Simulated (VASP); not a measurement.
Here is the system:

```
RbBr
1.0
    0.00000     3.51081     3.51081
    3.51081     0.00000     3.51081
    3.51081     3.51081     0.00000
Rb Br
1 1
Direct
  0.00000   0.00000   0.00000
  0.50000   0.50000   0.50000
```

All values below come from PBE GGA, VASP's PBE PAW potentials (set 64) (plane waves; VASP 6.6.1). Run with 400 eV cut-off, 8×8×8 Γ-centred mesh, Gaussian smearing of 0.010 eV, potentials Rb_sv Br.

Task: Give the direction-averaged independent-particle dielectric function (no local fields, no excitons; a broadening of 0.1 eV leaves a tail below the gap, and fine structure carries the noise of the k-mesh).

Result: 
| ħω (eV) | ε₁ | ε₂ |
|---|---|---|
| 0.00 | 2.71 | 0.00 |
| 0.30 | 2.71 | 0.00 |
| 0.60 | 2.72 | 0.00 |
| 0.90 | 2.73 | 0.01 |
| 1.30 | 2.75 | 0.01 |
| 1.60 | 2.78 | 0.01 |
| 1.90 | 2.81 | 0.01 |
| 2.20 | 2.85 | 0.01 |
| 2.60 | 2.91 | 0.02 |
| 2.90 | 2.98 | 0.02 |
| 3.20 | 3.05 | 0.03 |
| 3.50 | 3.16 | 0.04 |
| 3.90 | 3.36 | 0.07 |
| 4.20 | 3.56 | 0.21 |
| 4.50 | 3.95 | 0.56 |
| 4.80 | 3.52 | 0.45 |
| 5.20 | 4.04 | 0.86 |
| 5.50 | 3.69 | 1.03 |
| 5.80 | 4.53 | 0.92 |
| 6.10 | 4.14 | 2.22 |
| 6.50 | 3.60 | 2.35 |
| 6.80 | 3.42 | 4.24 |
| 7.10 | 1.86 | 3.66 |
| 7.40 | 1.63 | 2.26 |
| 7.80 | 1.59 | 1.36 |
| 8.10 | 2.79 | 1.72 |
| 8.40 | 2.60 | 2.77 |
| 8.70 | 2.48 | 2.73 |
| 9.10 | 0.12 | 4.11 |
| 9.40 | 0.22 | 2.96 |
| 9.70 | -0.58 | 2.46 |
| 10.10 | 0.13 | 1.61 |
ε₂ peaks at 6.8 eV (height 4.2), 9.0 eV (height 5.1); ε₁(0) averages 2.71, so the electronic refractive index below the gap tends to √2.71 = 1.65.

The compound is RbBr in the rock salt structure. It was relaxed first, which changed the volume by +6 %.
